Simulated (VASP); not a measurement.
VASP runs on MgSe (space group Fm-3m) share one base input (HSE06 screened hybrid, plane waves, VASP's PBE PAW potentials (set 64)) and change the settings named in each case.

**KPOINTS**
```
Automatic mesh
0
Gamma
5 5 5
0 0 0
```

### POSCAR
```
MgSe
2.7670760
  0.0000000000   1.0000000000   1.0000000000
  1.0000000000   0.0000000000   1.0000000000
  1.0000000000   1.0000000000   0.0000000000
Mg Se
1 1
Cartesian
  0.0000000000   0.0000000000   0.0000000000
  1.0000000000   1.0000000000   1.0000000000
```

**INCAR**
```
! general
SYSTEM  =MgSe
PREC    =Accurate
ENCUT   =300
LREAL   =.FALSE.
LASPH   =.TRUE.
ISYM    =3

! electronic loop
EDIFF   =1E-6   ! SCF stop (eV)
NELM    =100
ALGO    =Normal   ! blocked Davidson
LMAXMIX =4   ! l cut-off of mixed one-centre charges

! smearing
ISMEAR  =-1
SIGMA   =0.05

! functional
GGA     =PE   ! PBE
LHFCALC =.TRUE.
AEXX    =0.25
HFSCREEN=0.2   ! 1/Angstrom
PRECFOCK=Fast

! ions
ISIF    =2   ! forces and stress, cell fixed

! output
LWAVE   =.FALSE.
LCHARG  =.FALSE.
```

POTCAR, in this order: Mg Se (PBE.64 set). Program: vasp_std.

```
change                                                                           E(σ→0) (eV/atom)  pressure (GPa)
-------------------------------------------------------------------------------  ----------------  --------------
base run                                                                                  -4.3794           -2.54
AEXX removed, HFSCREEN removed, ISYM removed, LHFCALC removed, PRECFOCK removed           -3.7354           -0.85
HFRCUT = -1, HFSCREEN removed                                                             -4.6386           -2.53
KPOINTS 2×2×2 Γ-centred mesh                                                              -3.6939            3.10
KPOINTS 3×3×3 Γ-centred mesh                                                              -4.2606           -1.28
KPOINTS 4×4×4 Γ-centred mesh                                                              -4.3580           -2.29
KPOINTS 6×6×6 Γ-centred mesh                                                              -4.3845           -2.61
ENCUT = 180                                                                               -4.3800           -3.72
ENCUT = 345                                                                               -4.3798           -2.55
KPOINTS 5×5×5 Γ-centred mesh shifted by (0, 0, 0.5)                                       -4.3863           -2.63
EDIFF = 1E-08                                                                             -4.3794           -2.54
```
 Energies of different potentials or functionals have different zeros.

Left out are runs that ran out of time, are held back, or changed the cell or the kind of run, fixed moments of cells without a moment, rows past the twelfth, gaps on odd meshes, pressures of charged cells and columns that move by less than the noise.

The structure comes from a computed database's MgSe entry; how it stands against other phases isn't given here. The cell was not relaxed at this level, its lattice was scaled by up to 2.5 %.
